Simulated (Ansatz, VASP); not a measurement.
**ScF3 in VASP and in Ansatz**

Contents of INCAR:

```
SYSTEM = ScF3
PREC = Accurate ; ENCUT = 520
EDIFF = 1E-6 ; ISMEAR = 0
SIGMA = 0.05 ; LREAL = .False.
LASPH = .True. ; NELM = 80
ALGO = Normal ; ISIF = 2
LWAVE = .False. ; LCHARG = .True.
GGA = CA ; LELF = .True.
LVHAR = .True. ; NBANDS = 24
```

The input KPOINTS:

```
Automatic mesh
0
Gamma
  6 6 6
  0 0 0
```

File POSCAR:

```
ScF3
1.0
    4.1729480000      0.0000000000      0.0000000000
    0.0000000000      4.1729480000      0.0000000000
    0.0000000000      0.0000000000      3.6914540000
Sc F
1 3
Direct
    0.0000000000      0.0000000000      0.0000000000
    0.5000000000      0.0000000000      0.0000000000
    0.0000000000      0.5000000000      0.0000000000
    0.0000000000      0.0000000000      0.5000000000
```

Input for Ansatz:

```yaml
crystal:
  lattice:
    - [4.172948, 0.0, 0.0]
    - [0.0, 4.172948, 0.0]
    - [0.0, 0.0, 3.691454]
  atoms:
    - { symbol: Sc, position: [0.0, 0.0, 0.0] }
    - { symbol: F, position: [0.5, 0.0, 0.0] }
    - { symbol: F, position: [0.0, 0.5, 0.0] }
    - { symbol: F, position: [0.0, 0.0, 0.5] }
basis:
  ecutwfc: 420
kpoints:
  mp_grid: { grid: [6, 6, 6] }
hamiltonian:
  xc: lda
scf:
  occupations: { method: gaussian, width: 0.05 }
output:
  forces: true
  stress: true
  eigenvalues: true
```

Change from the starting cell: strain +0.040 along x and y, -0.080 along z, atoms carried along.

Alike in both runs: task single point; functional LDA; k mesh 6 × 6 × 6; occupations gaussian, width 0.05 eV; no spin polarisation.

```csv
,VASP,Ansatz
version,VASP 6.6.1,Ansatz 0.2.0
potentials or method,"VASP PAW LDA potentials, release 64 (Sc_sv, F)","scalar-relativistic, plane waves, PAW"
plane-wave cutoff (eV),520,420
valence electrons in the cell,32,32
```

Ansatz gave:

* gap on the k mesh at the Fermi level (eV): 5.81
* least direct gap on the mesh (eV): 6.25
* pressure (GPa): 1.0
* largest component of the traceless stress (GPa): 23.43

Q: Which values does VASP return?

A: gap on the k mesh at the Fermi level (eV): 5.79; least direct gap on the mesh (eV): 6.23; pressure (GPa): 1.7; largest component of the traceless stress (GPa): 24.15.

A k mesh can miss the band edges.
